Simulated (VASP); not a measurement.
Given:

```xyz
4
Lattice="2.6741 0.0000 0.0000 -1.3371 2.3159 0.0000 0.0000 0.0000 4.9527" Properties=species:S:1:pos:R:3 pbc="T T T"
Mn     0.0000     0.0000     0.0000
Mn     0.0000     0.0000     2.4764
N      0.0000     1.5439     1.2382
N      1.3371     0.7720     3.7145
```
Starting moments (μB, in the order of the record's atoms Mn Mn N N): 0.5 0.5 0.0 0.0.

Calculation: PBEsol GGA, VASP's PBE PAW potentials (set 64) (plane waves; VASP). Run with 520 eV cut-off, Gaussian smearing of 0.050 eV, potentials Mn_pv N.

The moments were started parallel, and other spin orders were not tried in this run.

### Question
Give the spin-up energies of bands 10 to 22 at the high-symmetry points, in eV from the Fermi level.

### Answer

```json
[
 {"band": "10", "Γ": "-5.67", "M": "-7.41", "K": "-7.94", "A": "-7.04", "L": "-8.63", "H": "-7.91"},
 {"band": "11", "Γ": "-5.67", "M": "-6.71", "K": "-7.83", "A": "-4.57", "L": "-6.12", "H": "-6.46"},
 {"band": "12", "Γ": "-4.46", "M": "-6.12", "K": "-6.43", "A": "-4.57", "L": "-6.12", "H": "-6.46"},
 {"band": "13", "Γ": "-2.72", "M": "-5.27", "K": "-6.43", "A": "-4.57", "L": "-5.05", "H": "-6.44"},
 {"band": "14", "Γ": "-2.11", "M": "-4.23", "K": "-4.79", "A": "-4.57", "L": "-5.05", "H": "-6.44"},
 {"band": "15", "Γ": "-2.11", "M": "-3.08", "K": "-1.42", "A": "-1.47", "L": "-2.85", "H": "-1.93"},
 {"band": "16", "Γ": "-2.00", "M": "-2.35", "K": "-1.42", "A": "-1.47", "L": "-2.85", "H": "-1.93"},
 {"band": "17", "Γ": "-2.00", "M": "-0.73", "K": "-0.97", "A": "-1.47", "L": "-0.11", "H": "-0.42"},
 {"band": "18", "Γ": "-1.38", "M": "-0.22", "K": "-0.77", "A": "-1.47", "L": "-0.11", "H": "-0.42"},
 {"band": "19", "Γ": "-1.38", "M": "0.01", "K": "-0.77", "A": "-1.21", "L": "0.26", "H": "0.49"},
 {"band": "20", "Γ": "-0.37", "M": "0.36", "K": "0.22", "A": "-1.21", "L": "0.26", "H": "0.49"},
 {"band": "21", "Γ": "-0.37", "M": "0.42", "K": "2.27", "A": "2.11", "L": "1.95", "H": "0.59"},
 {"band": "22", "Γ": "0.65", "M": "2.04", "K": "2.27", "A": "2.11", "L": "1.95", "H": "0.59"}
]
```

### Question
Give the spin-down energies of bands 10 to 22 at the high-symmetry points, in eV from the Fermi level.

### Answer

```csv
band,Γ,M,K,A,L,H
10,-5.46,-7.22,-7.82,-6.91,-8.52,-7.80
11,-5.46,-6.66,-7.71,-4.34,-5.98,-6.33
12,-4.08,-5.96,-6.28,-4.34,-5.98,-6.33
13,-2.68,-5.21,-6.28,-4.34,-4.91,-6.31
14,-1.56,-3.81,-4.73,-4.34,-4.91,-6.31
15,-1.56,-3.02,-0.94,-0.96,-2.44,-1.42
16,-1.51,-1.91,-0.94,-0.96,-2.44,-1.42
17,-1.51,-0.38,-0.59,-0.96,0.56,0.01
18,-1.34,0.44,-0.22,-0.96,0.56,0.01
19,-1.34,0.69,-0.22,-0.87,0.77,1.00
20,0.04,0.88,0.73,-0.87,0.77,1.00
21,0.04,0.96,2.67,2.36,2.21,1.04
22,1.11,2.37,2.67,2.36,2.21,1.04
```

It has no gap at this level: it comes out as a metal or semimetal.

The structure was generated: MnN was put into the NiAs type type (P6_3/mmc), which need not be its known phase. It was relaxed first, which changed the volume by -32 %.
